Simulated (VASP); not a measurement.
TiMoSe4:

```xyz
12
Lattice="13.5500 0.0000 0.0000 0.0000 3.4400 0.0000 0.0000 0.0000 5.9500" Properties=species:S:1:pos:R:3 pbc="T T T"
Ti   10.1625    0.0000    3.9667
Ti    3.3875    0.0000    1.9833
Mo   10.1625    1.7200    0.9917
Mo    3.3875    1.7200    4.9583
Se   11.8292    1.7200    4.9583
Se    8.4959    1.7200    4.9583
Se   11.8292    0.0000    1.9833
Se    8.4959    0.0000    1.9833
Se    1.7209    1.7200    0.9917
Se    5.0541    1.7200    0.9917
Se    1.7209    0.0000    3.9667
Se    5.0541    0.0000    3.9667
```

The cell was built by a generator and needn't be a form met in nature.

```yaml
Program: VASP 6.6.1
Task: relaxation of cell and atoms
Functional: PBE
Potentials_or_basis: VASP PAW PBE potentials, release 64 (Ti_sv, Mo_sv, Se)
Cutoff: 520 eV
k_mesh: 1 × 4 × 3
Occupations: gaussian, width 0.15 eV
Spin: no spin polarisation
```

At the start: pressure -2.5 GPa; volume 23.11 Å³/atom.

Task: Where does the relaxation end?

Result: Over 20 steps the energy falls by 12.7 meV/atom and the volume is 23.48 Å³/atom (+1.6 %); space group Pmma (No. 51, to 0.05 Å).

Step by step:
```
step  energy change (eV)  largest force (eV/Å)  pressure (GPa)  volume (Å³)
   1              0.0000                0.5728           -2.46       277.34
   2              0.0103                0.5097            3.72       263.33
   3             -0.0890                0.2385            0.32       270.31
   4             -0.1073                0.0981            0.28       270.79
   5             -0.1088                0.1226            0.21       270.95
   6             -0.1151                0.1125            0.09       272.16
   7             -0.1211                0.1842           -0.45       275.56
   8             -0.1237                0.1708           -0.30       275.73
   9             -0.1284                0.1664           -0.07       276.25
  10             -0.1265                0.2146            0.59       277.28
  11             -0.1295                0.1821            0.15       276.58
  12             -0.1327                0.1613            0.19       276.93
  13             -0.1402                0.0888            0.07       277.99
  14             -0.1423                0.1852            0.09       280.09
  15             -0.1435                0.1172            0.17       279.33
  16             -0.1462                0.0913           -0.13       280.57
  17             -0.1463                0.1122           -0.30       281.32
  18             -0.1489                0.0977           -0.26       281.51
  19             -0.1503                0.0941           -0.04       281.81
  20             -0.1519                0.0539            0.09       281.73
```

Final structure:
```
CELL_PARAMETERS angstrom
14.08838 0.00000 0.00000
0.00000 3.38711 0.00000
0.00000 0.00000 5.90393
ATOMIC_POSITIONS crystal
Ti 0.75000 0.00000 0.67632
Ti 0.25000 0.00000 0.32368
Mo 0.75000 0.50000 0.16234
Mo 0.25000 0.50000 0.83766
Se 0.86876 0.50000 0.83254
Se 0.63124 0.50000 0.83254
Se 0.86599 0.00000 0.33018
Se 0.63401 0.00000 0.33018
Se 0.13124 0.50000 0.16746
Se 0.36876 0.50000 0.16746
Se 0.13401 0.00000 0.66982
Se 0.36599 0.00000 0.66982
```

Caveat: the k mesh is coarse (spacing up to 0.46 Å⁻¹), so the values aren't converged; this functional lacks dispersion, which binds the layers, so the pressure and a relaxed spacing across them are unreliable; the relaxation stopped at a loose force limit of 0.08 eV/Å, so its end isn't a converged minimum.
